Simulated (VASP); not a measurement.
A snapshot from molecular dynamics of CsPbBr$_{3}$, step 181; the first frame, the perfect lattice, has an electronic free energy F (no ionic kinetic energy) of -3.040 eV/atom. The Γ point alone samples so small a cell crudely.

Here is the system:

```xyz
40
Lattice="11.7400 0.0000 0.0000 0.0000 11.7400 0.0000 0.0000 0.0000 11.7400" Properties=species:S:1:pos:R:3 pbc="T T T"
Cs    11.2143    11.5209    11.4849
Cs     0.1298    11.1103     5.5297
Cs    11.6324     5.9365    11.3184
Cs    11.3350     5.0865     6.0187
Cs     6.4671     0.0820     0.0270
Cs     5.9013     0.2159     5.7498
Cs     5.9398     5.5333     0.4444
Cs     5.3094     5.9012     6.2888
Pb     2.9705     3.2774     2.6720
Pb     2.8605     2.3616     8.7227
Pb     2.9038     9.2650     2.8284
Pb     3.1346     8.9242     9.1497
Pb     8.7481     3.3701     3.0110
Pb     8.8612     2.9041     8.8631
Pb     8.8849     9.0278     3.1354
Pb     8.8834     8.8057     8.8085
Br     2.2296     0.3377     2.5732
Br     0.1522     3.3724     2.5612
Br     2.0399     3.2724    11.4041
Br     3.1568    11.5785    10.5136
Br     0.2697     1.4325     8.5528
Br     3.1972     2.7091     5.6750
Br     3.2290     6.0532     3.6181
Br     0.1495     8.5251     2.1999
Br     3.9736     8.5897     0.3028
Br     2.8835     5.8913     9.0302
Br    11.6693     8.2263     7.7771
Br     3.3835     9.6178     6.1256
Br     9.5169     0.5303     2.3742
Br     6.0275     2.5603     3.1148
Br     8.8684     3.6100     0.0774
Br     8.2283    11.6684     8.9468
Br     5.7477     3.2234     8.6691
Br     9.4482     2.1481     5.8994
Br     8.0771     6.2543     3.6125
Br     6.1144     9.6274     2.9665
Br     8.5407     8.4569     0.0836
Br     8.4749     5.5652     7.7207
Br     5.9376     8.2165     8.9697
Br     8.3626     9.4997     5.9365
```

Level of theory: PBE GGA, VASP's PBE PAW potentials (set 64) (plane waves; VASP). Settings: PREC = Normal, LREAL = Auto, ISYM = 0, EDIFF = 1E-5, 300 eV cut-off, 1×1×1 Γ-centred mesh, Fermi-Dirac smearing of 0.043 eV, potentials Cs_sv Pb Br.

### Question
Give F per atom of this frame and the forces (eV/Å).

### Answer
-3.068 eV/atom.
| atom | Fx | Fy | Fz |
|---|---|---|---|
| Cs1 | 0.47 | -0.12 | -0.09 |
| Cs2 | -0.06 | 0.19 | -0.04 |
| Cs3 | 0.06 | 0.17 | 0.07 |
| Cs4 | 0.59 | 0.12 | -0.31 |
| Cs5 | -0.26 | -0.05 | 0.46 |
| Cs6 | 0.08 | 0.17 | 0.12 |
| Cs7 | -0.23 | 0.27 | -0.15 |
| Cs8 | -0.03 | 0.05 | -0.01 |
| Pb9 | -0.04 | 0.12 | 0.07 |
| Pb10 | 0.47 | 0.13 | 0.59 |
| Pb11 | 0.07 | -0.18 | 0.34 |
| Pb12 | -0.16 | -0.33 | -0.41 |
| Pb13 | 0.36 | -0.31 | 0.39 |
| Pb14 | -0.46 | 0.11 | -0.60 |
| Pb15 | 0.01 | 0.02 | -0.12 |
| Pb16 | 0.09 | -0.28 | -0.24 |
| Br17 | -0.13 | -0.31 | 0.00 |
| Br18 | -0.26 | 0.28 | 0.25 |
| Br19 | 0.09 | -0.03 | -0.05 |
| Br20 | 0.01 | 0.43 | -0.38 |
| Br21 | -0.89 | -0.14 | -0.29 |
| Br22 | -0.25 | 0.06 | -0.12 |
| Br23 | -0.16 | 0.12 | -0.17 |
| Br24 | 0.07 | -0.07 | -0.20 |
| Br25 | 0.07 | -0.36 | -0.10 |
| Br26 | -0.15 | 0.11 | -0.07 |
| Br27 | -0.04 | 0.09 | 0.29 |
| Br28 | -0.05 | -0.09 | 0.15 |
| Br29 | -0.39 | -0.18 | 0.35 |
| Br30 | 0.05 | -0.20 | -0.20 |
| Br31 | 0.01 | 0.03 | -0.24 |
| Br32 | 0.15 | 0.07 | -0.12 |
| Br33 | 0.91 | -0.25 | 0.25 |
| Br34 | -0.18 | -0.08 | 0.08 |
| Br35 | -0.09 | 0.03 | 0.04 |
| Br36 | -0.01 | 0.16 | -0.05 |
| Br37 | 0.06 | -0.06 | -0.05 |
| Br38 | 0.14 | 0.15 | 0.33 |
| Br39 | 0.06 | 0.09 | -0.03 |
| Br40 | 0.00 | 0.03 | 0.27 |

The cell is a supercell, built from CsPbBr3 (cubic perovskite, the ideal cubic form; the compound distorts at low or room temperature). Its lattice is the typed one, not relaxed at this level.
